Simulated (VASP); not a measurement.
Output of a VASP run:

File OSZICAR:
```
       N       E                     dE             d eps       ncg     rms          rms(c)
DAV:   1     0.128254246525E+03    0.12825E+03   -0.77563E+03  3144   0.983E+02
DAV:   2    -0.132074142392E+01   -0.12957E+03   -0.12793E+03  3694   0.292E+02
DAV:   3    -0.903279628149E+01   -0.77121E+01   -0.76621E+01  3886   0.843E+01
DAV:   4    -0.919269818876E+01   -0.15990E+00   -0.15986E+00  4306   0.143E+01
DAV:   5    -0.919492571830E+01   -0.22275E-02   -0.22275E-02  3866   0.125E+00    0.260E+00
DAV:   6    -0.914879329906E+01    0.46132E-01   -0.74468E-02  3854   0.206E+00    0.150E+00
DAV:   7    -0.913683461493E+01    0.11959E-01   -0.28815E-02  3588   0.108E+00    0.527E-01
DAV:   8    -0.913587280102E+01    0.96181E-03   -0.35321E-03  4370   0.461E-01    0.737E-02
DAV:   9    -0.913585580529E+01    0.16996E-04   -0.23905E-04  3730   0.119E-01    0.231E-02
DAV:  10    -0.913585367091E+01    0.21344E-05   -0.30702E-05  3402   0.454E-02    0.499E-03
DAV:  11    -0.913585350518E+01    0.16573E-06   -0.50432E-06  3662   0.219E-02
   1 F= -.91358535E+01 E0= -.91320457E+01  d E =-.761564E-02
```

**OUTCAR**
```
------------------------ aborting loop because EDIFF is reached ----------------------------------------
  FORCE on cell =-STRESS in cart. coord.  units (eV):
  Direction    XX          YY          ZZ          XY          YZ          ZX
  --------------------------------------------------------------------------------------
  Total        1.9038973      1.5482315      1.0127894      1.3986347     -0.3321081     -1.8207165
  in kB       47.4860811     38.6152365     25.2604995     34.8840666     -8.2832793    -45.4114241
  external PRESSURE =      37.1206057 kB  Pullay stress =       0.0000000 kB
  volume of cell :       64.24
      direct lattice vectors                 reciprocal lattice vectors
     2.181769000  1.259645000  3.895647000     0.229171833  0.132312411  0.085565590
    -2.181769000  1.259645000  3.895647000    -0.229171833  0.132312411  0.085565590
     0.000000000 -2.519290000  3.895647000     0.000000000 -0.264624822  0.085565590
 POSITION                                       TOTAL-FORCE (eV/Angst)
 -----------------------------------------------------------------------------------
     -0.10810      0.00010      9.05850         1.263323      0.261757     -1.599380
      0.10810     -0.00010      2.62829        -1.263323     -0.261757      1.599380
 -----------------------------------------------------------------------------------
    total drift:                               -0.000466     -0.000035      0.000706
  FREE ENERGIE OF THE ION-ELECTRON SYSTEM (eV)
  ---------------------------------------------------
  free  energy   TOTEN  =        -9.1358535052 eV

  energy  without entropy=       -9.1282378647  energy(sigma->0) =       -9.13204568
```
(Selected blocks of OUTCAR.)

POSCAR:
```
BiSb
1
    2.1817690000     1.2596450000     3.8956470000
   -2.1817690000     1.2596450000     3.8956470000
    0.0000000000    -2.5192900000     3.8956470000
Sb Bi
1 1
Direct
  0.7503360000   0.7998820000   0.7750690000
  0.2496510000   0.2001050000   0.2249180000
```

### Question
Write an INCAR and KPOINTS that could have produced this output.

### Answer
One answer among several that fit: the input of the run itself, LDA (Ceperley-Alder, Perdew-Zunger), plane waves, VASP's LDA PAW potentials (set 64).

File KPOINTS:
```
K-points
0
G
6 6 6
0 0 0
```

### INCAR
```
# general
SYSTEM  = BiSb
PREC    = Accurate
ENCUT   = 300   # plane-wave cut-off (eV)
LREAL   = F   # projection in real space or not
LASPH   = T

# electronic loop
EDIFF   = 1E-6
NELM    = 100   # most electronic steps
ALGO    = Normal   # blocked Davidson
LMAXMIX = 4   # l cut-off of mixed one-centre charges

# smearing
ISMEAR  = 0   # Gaussian
SIGMA   = 0.272   # width (eV)

# ions
ISIF    = 2

# output
LWAVE   = F
LCHARG  = F
```

POTCAR, in this order: Sb Bi_d (LDA.64 set). Program: vasp_std.

At this cut-off the stress carries a Pulay error, which pulls relaxed volumes low.

The structure comes from a computed database's BiSb entry; how it stands against other phases isn't given here. The cell was not relaxed at this level, and its volume differs by -5.9 % from the start's.
